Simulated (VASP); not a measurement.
Method: PBE0 hybrid, VASP's PBE PAW potentials (set 64) (plane waves; VASP 6.6.1).

A VASP calculation is set up with these files.

### KPOINTS
```
K-points
0
gamma
7 7 7
0 0 0
```

### POSCAR
```
NiO
1
    0.0000000000     2.1251960000     2.1251960000
    2.1251960000     0.0000000000     2.1251960000
    2.1251960000     2.1251960000     0.0000000000
Ni O
1 1
Direct
  0.0000000000   0.0000000000   0.0000000000
  0.5000000000   0.5000000000   0.5000000000
```

### INCAR
```
! general
SYSTEM  =NiO
PREC    =Accurate
ENCUT   =400   ! plane-wave cut-off (eV)
LREAL   =.False.   ! projection in real space or not
LASPH   =.True.   ! aspherical one-centre terms
ISYM    =3

! electronic loop
EDIFF   =1E-6   ! SCF stop (eV)
NELM    =100
ALGO    =Normal   ! blocked Davidson
LMAXMIX =4   ! l cut-off of mixed one-centre charges

! smearing
ISMEAR  =0
SIGMA   =0.05   ! width (eV)

! functional
GGA     =PE   ! PBE
LHFCALC =.True.
AEXX    =0.25
HFRCUT  =-1
PRECFOCK=Fast

! spin
ISPIN   =2   ! spin-polarised

! ions
ISIF    =2   ! forces and stress, cell fixed

! output
LWAVE   =.False.
LCHARG  =.False.
LORBIT  =11
```

POTCAR, in this order: Ni O (PBE.64 set). Program: vasp_std. The INCAR's line for the spin-polarised start is left out here.

Task: What will the output report for the number of irreducible k-points (NKPTS), largest plane-wave count, number of space-group operations, FFT grid (NGX, NGY, NGZ)?

Result: 
```json
{
  "number of irreducible k-points (NKPTS)": "20",
  "largest_plane_wave_count": "359",
  "number_of_space_group_operations": "48",
  "FFT grid (NGX, NGY, NGZ)": "20 × 20 × 20"
}
```

The structure comes from a computed database's NiO entry; how it stands against other phases isn't given here. The cell was not relaxed at this level. The run is one of a series of settings (HFRCUT = -1, HFSCREEN removed against the base run), some of them coarse on purpose.
